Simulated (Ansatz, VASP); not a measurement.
# Cross-check of AgW (Ag-W stack, (111) layers) between VASP and Ansatz, part 2 of 2

Wanted: the spread between two codes on one cell, functional and k mesh. The cell is taken from a series of runs on this material, whose earlier steps may have relaxed, scaled, displaced or heated it; both programs get it as it stands.

VASP 6.6.1 and Ansatz 0.2.0.

So far: The structure; VASP: zone-centre phonons, LDA.

## Step 3: Ansatz: zone-centre phonons, LDA

Level of this step: Ansatz beside VASP: Kohn-Sham DFT, plane waves, LDA (Ansatz).

Ansatz runs on its PAW soft_1 files.

The same cell, functional (in two slightly different forms), mesh and smearing now go to Ansatz, which takes its cutoff from its data sets.

input.yaml

```yaml
crystal:
  lattice:
    - [2.6841774551, 0.0, 0.0]
    - [-1.3420887275, 2.3245658643, 0.0]
    - [0.0, 0.0, 28.3972661742]
  atoms:
    - { symbol: Ag, position: [0.0, 0.0, 0.1920196681] }
    - { symbol: W, position: [0.3333333333, 0.6666666667, 0.2762870315] }
  periodic: [true, true, false]
kpoints:
  mp_grid: { grid: [24, 24, 1] }
hamiltonian:
  xc: lda
  pseudopotentials: { kind: paw, azcp: { folder: soft_1 }, xc_functional: pbe }
scf:
  occupations: { method: fermi_dirac, width: 0.1 }
output:
  eigenvalues: true
phonons:
  method: dfpt
  qpoints:
    - [0, 0, 0]
    - [0.041666667, 0.0, 0.0]
    - [0.125, 0.0, 0.0]
    - [0.208333333, 0.0, 0.0]
    - [0.291666667, 0.0, 0.0]
    - [0.375, 0.0, 0.0]
    - [0.458333333, 0.0, 0.0]
```

The run is started by

```
$ ansatz run input.yaml --threads 4 --pin off --max-ram 12288MiB --backend cpu --events-out ev --progress --plain --runs-dir out
```

Numbers of over 12 decimals in the logs are rounded to 6 here.

Output:

```text
The run solves and reports these wavevectors of phonons.qpoints, in the list's order, at another value: [0.041666667, 0.0, 0.0] as [0.041667, 0.0, 0.0], [0.208333333, 0.0, 0.0] as [0.208333, 0.0, 0.0], [0.291666667, 0.0, 0.0] as [0.291667, 0.0, 0.0], [0.458333333, 0.0, 0.0] as [0.458333, 0.0, 0.0].
Engine: ansatz 0.2.0, x86_64-unknown-linux-gnu
Pseudopotentials: kind: paw
Pseudopotential: Ag, paw, valence charge 19, recommended cutoff 420 eV (normal), soft_1/Ag.paw.azcp
Pseudopotential: W, paw, valence charge 14, recommended cutoff 420 eV (normal), soft_1/W.paw.azcp
Functional definition: SPW92
  exchange = slater_x
  correlation = pw_c
Crystal: 2 atoms, lattice volume = 177.186 Å³
Basis set: ecut = 420 eV, 3509 PW (Γ), exchange–correlation on 36×36×384 points (8 copies of the dense FFT grid, shifted against one another)
Bands: 21, of which v1, the nominal top of the filled ones, is band 17 counted from 1 (16 counted from 0)
Symmetry: 6 space group operations
k-points: 61 of 576 (time reversal used)
Non-local potential: Ag, projectors of the file, l = 0: 3, l = 1: 2, l = 2: 2, l = 3: 1
Non-local potential: W, projectors of the file, l = 0: 3, l = 1: 2, l = 2: 2, l = 3: 1
PAW form: soft (Blöchl's): semilocal exchange-correlation on the pseudo side does not see the compensation charge
PAW frozen core: Ag, regenerated for the run's functional, and the local potential with it (the file was generated under x = pbe(κ = 0.804, μ = 0.219515), c = pbe(β = 0.066725))
PAW frozen core: W, regenerated for the run's functional, and the local potential with it (the file was generated under x = pbe(κ = 0.804, μ = 0.219515), c = pbe(β = 0.066725))
PAW one-centre angular grid: Ag, 590 points (default); XC on 64 Gauss nodes
PAW one-centre angular grid: W, 590 points (default); XC on 64 Gauss nodes
Initial density: superposition of atomic densities (neutral atoms: chi_scale 0, normalization atom)
Initial wavefunctions: pseudopotential atomic-orbital guess
Functional: x = slater, c = lda
SCF iter   1: F=—  HF=-17588.402722 eV  |F-HF|=—  |Δ(HF+E_count)|=         —  Δρ=5.90e-2  dr2=3.05e1  ethr=3.10e-3  ⟨swp⟩=14.2  Hψ=11438  notcnv=0
preconditioner: auto → LDOS  [metal: Δε(μ)=0.049 eV  Ē_g=6.467 eV  σ=0.100 eV  W_gap=0.12  n_scr=18 (ndim 8)  ℏωp=11.5 eV  f_vac=0.756  D(μ)=1.46/eV (n_scr^D=10)  β→1.0]
SCF iter   2: F=—  HF=-17586.904674 eV  |F-HF|=—  |Δ(HF+E_count)|=    1.50e0  Δρ=2.46e-2  dr2=2.81e0  ethr=3.10e-3  ⟨swp⟩=4.4  Hψ=4326  notcnv=0
SCF iter   3: F=—  HF=-17586.408528 eV  |F-HF|=—  |Δ(HF+E_count)|=   4.96e-1  Δρ=1.57e-2  dr2=1.16e0  ethr=3.10e-3  ⟨swp⟩=5.0  Hψ=4716  notcnv=0
SCF iter   4: F=—  HF=-17586.216285 eV  |F-HF|=—  |Δ(HF+E_count)|=   1.92e-1  Δρ=6.64e-3  dr2=9.20e-2  ethr=3.10e-3  ⟨swp⟩=3.0  Hψ=2873  notcnv=0
SCF iter   5: F=—  HF=-17586.200062 eV  |F-HF|=—  |Δ(HF+E_count)|=   1.62e-2  Δρ=1.39e-3  dr2=6.09e-3  ethr=2.79e-4  ⟨swp⟩=3.3  Hψ=3011  notcnv=0
SCF iter   6: F=—  HF=-17586.199936 eV  |F-HF|=—  |Δ(HF+E_count)|=   1.25e-4  Δρ=7.62e-4  dr2=4.32e-3  ethr=1.85e-5  ⟨swp⟩=4.0  Hψ=3375  notcnv=0
SCF iter   7: F=—  HF=-17586.199451 eV  |F-HF|=—  |Δ(HF+E_count)|=   4.86e-4  Δρ=2.63e-4  dr2=2.31e-4  ethr=1.31e-5  ⟨swp⟩=2.7  Hψ=1977  notcnv=0
SCF iter   8: F=—  HF=-17586.199478 eV  |F-HF|=—  |Δ(HF+E_count)|=   2.73e-5  Δρ=8.32e-5  dr2=2.84e-5  ethr=7.01e-7  ⟨swp⟩=3.6  Hψ=2892  notcnv=0
SCF iter   9: F=—  HF=-17586.199483 eV  |F-HF|=—  |Δ(HF+E_count)|=   5.08e-6  Δρ=2.56e-5  dr2=1.66e-6  ethr=8.60e-8  ⟨swp⟩=3.5  Hψ=2715  notcnv=0
SCF iter  10: F=—  HF=-17586.199508 eV  |F-HF|=—  |Δ(HF+E_count)|=   2.51e-5  Δρ=1.14e-5  dr2=5.24e-7  ethr=5.03e-9  ⟨swp⟩=4.1  Hψ=3339  notcnv=0
SCF iter  11: F=—  HF=-17586.199508 eV  |F-HF|=—  |Δ(HF+E_count)|=   6.95e-8  Δρ=2.26e-6  dr2=2.15e-8  ethr=1.59e-9  ⟨swp⟩=3.4  Hψ=2372  notcnv=0
SCF iter  12: F=—  HF=-17586.199508 eV  |F-HF|=—  |Δ(HF+E_count)|=   3.49e-8  Δρ=6.95e-7  dr2=2.29e-9  ethr=6.51e-11  ⟨swp⟩=4.1  Hψ=3059  notcnv=0
SCF iter  13: F=—  HF=-17586.199508 eV  |F-HF|=—  |Δ(HF+E_count)|=   8.33e-9  Δρ=2.51e-7  dr2=1.61e-10  ethr=6.93e-12  ⟨swp⟩=3.6  Hψ=2707  notcnv=0
SCF iter  14: F=—  HF=-17586.199508 eV  |F-HF|=—  |Δ(HF+E_count)|=   1.53e-9  Δρ=8.92e-8  dr2=1.81e-11  ethr=1.00e-12  ⟨swp⟩=3.7  Hψ=2562  notcnv=0
SCF iter  15: F=-17586.199508 eV  HF=-17586.199508 eV  |F-HF|=2.44e-10  |Δ(HF+E_count)|=  7.35e-10  Δρ=4.15e-8  dr2=4.10e-12  ethr=1.00e-12  ⟨swp⟩=13.4  Hψ=10056  notcnv=0
SCF 1 converged in 15 iterations: F = -17586.199508 eV  dr2 = 4.10e-12
  greatest PAW one-centre occupation: 1.001 electrons in one spin orbital (limit 2), on the Ag atom at site 0 (counted from 0), in its partial waves of l = 0
NSCF: frozen V_eff on 61 k-points
WARN: eigensolver did not converge (k=53): 1 band(s) unlocked after 2 eigensolves, warm-restarted (20 sweeps on the last) at ethr=1.60e-12 eV (storage-precision floor; scheduled 1.00e-12 eV) (lowest unlocked band 20, counted from 0; max residual 1.71e-5 eV among the unlocked bands, 1.71e-5 eV over every band; other slots of this pass that fall short are told together in one closing line; warning suppressed until the next SCF loop or pass starts)
WARN: eigensolver did not converge in 3 slots of this pass, the one above among them; of largest residual over every band (k=56): 1 band(s) unlocked (lowest unlocked band 20, counted from 0; max residual 3.07e-4 eV among the unlocked bands, 3.07e-4 eV over every band); of lowest unlocked band (k=53): band 20
NSCF: frozen V_eff on 157 k-points
DFPT response loops at q = (0, 0, 0) (fractional): preconditioner auto → none (partly filled bands, converged f_vac=0.762); β = 0.50; Broyden in place of MSR1
NSCF: frozen V_eff on 1152 k-points
DFPT response loops at q = (0.041667, 0, 0) (fractional): mixed as the last ones told, above
NSCF: frozen V_eff on 1152 k-points
DFPT response loops at q = (0.125, 0, 0) (fractional): mixed as the last ones told, above
NSCF: frozen V_eff on 1152 k-points
DFPT response loops at q = (0.208333, 0, 0) (fractional): mixed as the last ones told, above
NSCF: frozen V_eff on 1152 k-points
DFPT response loops at q = (0.291667, 0, 0) (fractional): mixed as the last ones told, above
NSCF: frozen V_eff on 1152 k-points
DFPT response loops at q = (0.375, 0, 0) (fractional): mixed as the last ones told, above
NSCF: frozen V_eff on 1152 k-points
DFPT response loops at q = (0.458333, 0, 0) (fractional): mixed as the last ones told, above
SCF converged after 15 iterations
Free energy (F): -17586.199508 eV
Harris-Foulkes:  -17586.199508 eV  (|F-HF|=2.44e-10)
Internal energy: -17586.130917 eV  (E = F + TS)
E sigma→0 (E₀):  -17586.165213 eV
Entropy (-TS):   -0.068591 eV (-34.295 meV/atom)
Fermi energy:    -5.332233 eV
--- Per-component energies (eV) ---
  E_band       = -1138.149968
  E_kinetic    = 890.482225
  E_local      = -91946.697419  (includes V_loc(G=0)·N_el)
  E_nonlocal   = 19.890689
  E_hartree    = 45499.345595
  E_xc         = -422.984238
  E_vxc        = -431.343462  (∫ρ·V_xc dr)
  E_paw        = -12147.882833  (= ΣΔE_a)
  E_vpaw       = -669.173893  (= ΣTr[D̂ρ^β])
  E_aug_tail   = 0.000520  (compensation charges beyond the density's cutoff)
  E_ewald      = 40520.706487
  E_core_change = 1.008057  (= ΣΔE_core)
  E_smearing   = -0.068591  (= −TS)
  E_closure    = -0.000000  (closes the sum)
  Σ components = -17586.199508   (vs F -17586.199508, Δ=0.00e0)
--- Band table (eV; the first three rows and the last of 61) ---
  k-point 0: bands = [... 13 lower, -9.0473, -9.0473, -6.8022, -5.5214, -5.5214, -5.2745, -1.7719, -1.7719]
  k-point 1: bands = [... 13 lower, -9.1206, -9.0549, -6.7283, -5.6030, -5.4455, -5.2868, -1.7978, -1.7926]
  k-point 2: bands = [... 13 lower, -9.3088, -9.0775, -6.5426, -5.8191, -5.3275, -5.2191, -1.8730, -1.8180]
  k-point 60: bands = [... 13 lower, -6.5145, -6.3588, -6.2739, -6.2682, -3.9976, 0.9382, 1.1158, 1.4739]
--- Phonons (Γ-DFPT): 4 representative perturbations + reference (Σ response iterations 20) ---
  ASR residual: 1.119e-3 → 0.000e0 eV/Å²; symmetrization residual: 2.392e-5 eV/Å²
  ASR residual per site (eV/Å²): 1.42e-4 1.12e-3
  Γ frequencies (cm⁻¹): 0.00 0.00 0.00 60.34 60.34 146.50
  non-analytic LO–TO correction: not included (Born effective charges unavailable; polar crystals: no LO–TO splitting at Γ)
--- Phonons (arbitrary-q DFPT): 7 explicit q-points ---
  q = [0, 0, 0] (of the zone-centre solve; hermiticity 8.92e-6, symmetrization 2.28e-11): 0.00 0.00 0.00 60.34 60.34 146.50
  q = [0.041667, 0, 0] (4 solved perturbations in 1752 linear systems a pass and spin channel, the states on 576 of 576 k-point pairs; hermiticity 1.78e-6, symmetrization 2.42e-9): -10.91 3.02 23.42 61.05 66.41 146.39
  q = [0.125, 0, 0] (4 solved perturbations in 1752 linear systems a pass and spin channel, the states on 576 of 576 k-point pairs; hermiticity 1.18e-5, symmetrization 8.35e-10): -29.85 17.49 67.88 71.44 102.72 146.05
  q = [0.208333, 0, 0] (4 solved perturbations in 1752 linear systems a pass and spin channel, the states on 576 of 576 k-point pairs; hermiticity 5.67e-6, symmetrization 9.11e-9): -31.19 28.01 90.91 111.11 139.92 159.10
  q = [0.291667, 0, 0] (4 solved perturbations in 1752 linear systems a pass and spin channel, the states on 576 of 576 k-point pairs; hermiticity 2.80e-6, symmetrization 5.58e-10): 10.03 33.37 109.96 121.81 173.18 193.87
  q = [0.375, 0, 0] (4 solved perturbations in 1752 linear systems a pass and spin channel, the states on 576 of 576 k-point pairs; hermiticity 2.41e-6, symmetrization 7.11e-10): 44.89 55.54 118.01 124.17 186.73 221.40
  q = [0.458333, 0, 0] (4 solved perturbations in 1752 linear systems a pass and spin channel, the states on 576 of 576 k-point pairs; hermiticity 1.86e-6, symmetrization 3.98e-10): 57.40 78.13 111.65 131.25 191.41 236.22
  sum rule: each row above includes the acoustic sum rule's correction from the zone centre's row sums; it moved no ω² by more than (1.29 cm⁻¹)²
```

The column dr2 measures how far the density is from self-consistency, as an energy; F and HF (Harris–Foulkes) agree once it is small.

## Step 4: Differences

Known differences besides the potentials themselves: Ansatz cuts the interaction across the vacuum, VASP repeats the sheet without a dipole correction; the data sets hold 33 valence electrons in Ansatz (on its PAW soft_1 files) and 17 in VASP; the cutoff is 420 eV in Ansatz and 600 eV in VASP; VASP's log shows a relativistic correction to its local exchange, Ansatz's none. Total energies have different zeros and are not compared.

Compared:

```csv
quantity,Ansatz,VASP,difference
optical mode 1 to 2 (cm⁻¹),60.3,60.5,-0.31 %
optical mode 3 (cm⁻¹),146.5,145.9,+0.39 %
```

Modes are paired by rising frequency, not by their patterns, so a pair may set unlike modes beside each other; they are those without the splitting of longitudinal modes. Where the cell holds vacuum, a pressure given here is an average over it and none of the material.

## Step 5: What came out

| Item | Value |
| --- | --- |
| r.m.s. difference of the optical zone-centre modes, each program's sorted by frequency (zone-centre phonons, LDA) | 0.36 cm⁻¹ |

What this shows: The r.m.s. difference of the optical zone-centre modes, each program's sorted by frequency is 0.36 cm⁻¹ (zone-centre phonons, LDA). The data sets hold unlike numbers of valence electrons (33 in Ansatz and 17 in VASP), so part of the differences may come from the potentials. How closely two codes agree says nothing of how well the functional describes the real material.

[Lines on the potential files, build, host, timing and source positions are cut from VASP's logs without a mark.]

[Logs are printed without paths, hosts, clocks, repeated set-up lines and the standing remarks that a program may print on its own settings, such as how far it seeks lower states.]

[Hosts, paths, dates, database ids (printed as entryN), source tags and the programs' standing remarks are cut or masked in the printed files.]
